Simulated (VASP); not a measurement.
# Ga2SnO: relaxation of cell and atoms with PBE

Crystal: Ga2SnO.

```xyz
8
Lattice="-2.7160 2.7160 5.4720 2.7160 -2.7160 5.4720 2.7160 2.7160 -5.4720" Properties=species:S:1:pos:R:3 pbc="T T T"
Ga    1.3580    0.8620    4.1040
Ga   -0.8620    1.3580    6.8400
Ga    3.5780    1.3580    1.3680
Ga    1.3580    1.8540   -1.3680
Sn    0.0000    2.7160    2.7360
Sn    0.0000    0.0000    0.0000
O     0.0000    0.0000    5.4720
O     2.7160    0.0000    2.7360
```

The cell was built by a generator and needn't be a form met in nature.

* Program: VASP 6.6.1
* Task: relaxation of cell and atoms
* Functional: PBE
* Potentials or basis: VASP PAW PBE potentials, release 64 (Ga_d, Sn_d, O)
* Cutoff: 520 eV
* k mesh: 8 × 8 × 8
* Occupations: gaussian, width 0.1 eV
* Spin: no spin polarisation
* Further INCAR settings: ALGO = Normal; EDIFF = 1e-06; IBRION = 2; EDIFFG = -0.01; NSW = 90; ISIF = 3

```
Relaxed volume                         : 20.21 Å³/atom
Relaxed cell                           : a = 6.733 Å, b = 6.733 Å, c = 6.733 Å, α = 132.73°, β = 132.73°, γ = 69.07°
Space group after relaxing (to 0.05 Å) : I-42d (No. 122)
Energy gained by relaxing              : 0.5 meV/atom
Ionic steps                            : 11
Pressure after relaxing                : 0.0 GPa
Largest force after relaxing           : 0.003 eV/Å
Band gap on the k mesh                 : none (metal or under the smearing width)
```

Forces on the atoms (eV/Å):
```
Ga   0.000  0.003  0.000
Ga  -0.003  0.000  0.000
Ga   0.003  0.000  0.000
Ga   0.000 -0.003  0.000
Sn   0.000  0.000  0.000
Sn   0.000  0.000  0.000
O    0.000  0.000  0.000
O    0.000  0.000  0.000
```

The path:
```
step  energy change (eV)  largest force (eV/Å)  pressure (GPa)  volume (Å³)
   1              0.0000                0.0015            0.21       161.46
   2             -0.0012                0.0017           -0.01       162.09
   3             -0.0013                0.0035           -0.19       162.50
   4             -0.0023                0.0113           -0.16       162.33
   5             -0.0030                0.0207           -0.11       162.14
   6             -0.0031                0.0399           -0.03       161.76
   7             -0.0033                0.0313           -0.09       161.95
   8             -0.0033                0.0326           -0.06       161.91
   9             -0.0036                0.0196            0.04       161.57
  10             -0.0036                0.0154            0.09       161.45
  11             -0.0037                0.0033            0.01       161.64
```

Final structure:
```xyz
8
Lattice="-2.6992 2.6992 5.5465 2.6992 -2.6992 5.5465 2.6992 2.6992 -5.5465" Properties=species:S:1:pos:R:3 pbc="T T T"
Ga    1.3496    0.8498    4.1599
Ga   -0.8498    1.3496    6.9332
Ga    3.5490    1.3496    1.3866
Ga    1.3496    1.8494   -1.3866
Sn    0.0000    2.6992    2.7733
Sn    0.0000    5.3985    0.0000
O     2.6992    2.6992    0.0000
O     2.6992    0.0000    2.7733
```

Levels at points of the mesh, in eV from the Fermi level:
| k point | band 43 | band 44 | band 45 | band 46 | band 47 | band 48 | band 49 | band 50 |
| --- | --- | --- | --- | --- | --- | --- | --- | --- |
| (0.00, 0.00, 0.00) | -2.60 | -1.70 | -0.84 | -0.84 | -0.72 | 0.45 | 1.19 | 2.92 |
| (0.50, 0.00, 0.00) | -3.00 | -1.76 | -1.35 | -0.18 | 0.77 | 1.09 | 1.49 | 1.66 |
| (0.50, 0.50, 0.00) | -2.15 | -2.15 | -0.76 | -0.76 | 0.35 | 0.35 | 3.00 | 3.00 |
| (0.50, 0.50, 0.50) | -2.65 | -2.65 | -0.11 | -0.11 | 0.77 | 0.77 | 1.80 | 1.80 |

Run time: 11 min on 4 MPI ranks on Intel(R) Xeon(R) 6975P-C (Granite Rapids), on a shared host, peak memory 0.68 GiB a rank.
